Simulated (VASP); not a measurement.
An input for Quantum ESPRESSO's pw.x (written as the equivalent of a VASP run, and not itself run):

```
&CONTROL
  calculation = 'vc-relax'
  pseudo_dir = './pseudo'
  outdir = './out'
  tprnfor = .true.
  tstress = .true.
  nstep = 40
  forc_conv_thr = 0.00078
/
&SYSTEM
  ibrav = 0
  nat = 2
  ntyp = 2
  ecutwfc = 74
  occupations = 'smearing'
  smearing = 'gaussian'
  degauss = 0.003675
  input_dft = 'pbe'
/
&ELECTRONS
  conv_thr = 7.3e-08
  electron_maxstep = 100
/
&IONS
/
&CELL
/
ATOMIC_SPECIES
  Li 6.940 Li.upf
  Cl 35.450 Cl.upf
CELL_PARAMETERS angstrom
     0.0000000    2.5700000    2.5700000
     2.5700000    0.0000000    2.5700000
     2.5700000    2.5700000    0.0000000
ATOMIC_POSITIONS crystal
  Li   0.0000000  0.0000000  0.0000000
  Cl   0.5000000  0.5000000  0.5000000
K_POINTS automatic
  9 9 9 0 0 0
```

Problem. Translate this input to VASP (INCAR, KPOINTS, POSCAR, choice of POTCAR).

Solution. Several could match; the one computed here: 
### KPOINTS
```
Automatic mesh
0
Gamma
9 9 9
0 0 0
```

POSCAR:
```
LiCl
1
    0.0000000000     2.5700000000     2.5700000000
    2.5700000000     0.0000000000     2.5700000000
    2.5700000000     2.5700000000     0.0000000000
Li Cl
1 1
Direct
  0.0000000000   0.0000000000   0.0000000000
  0.5000000000   0.5000000000   0.5000000000
```

INCAR:
```
SYSTEM = LiCl
PREC = Accurate; ENCUT = 620; LREAL = .FALSE.
LASPH = .TRUE.
EDIFF = 1E-6; NELM = 100; ALGO = Normal
ISMEAR = 0; SIGMA = 0.05
GGA = PE
IBRION = 2; NSW = 40; ISIF = 3
EDIFFG = -0.02
LWAVE = .FALSE.; LCHARG = .FALSE.
```

POTCAR, in this order: Li_sv Cl (PBE.64 set). Program: vasp_std.

Limits of the translation: the potentials are each code's own (VASP's PAW set, PseudoDojo norm-conserving files in pw.x), so ENCUT and ecutwfc are chosen apart and not converted; conv_thr bounds pw.x's estimated SCF error, while EDIFF bounds the energy change between steps; forc_conv_thr acts on force components and is met together with etot_conv_thr.

The compound is LiCl in the rock salt structure. The cell was not relaxed at this level.
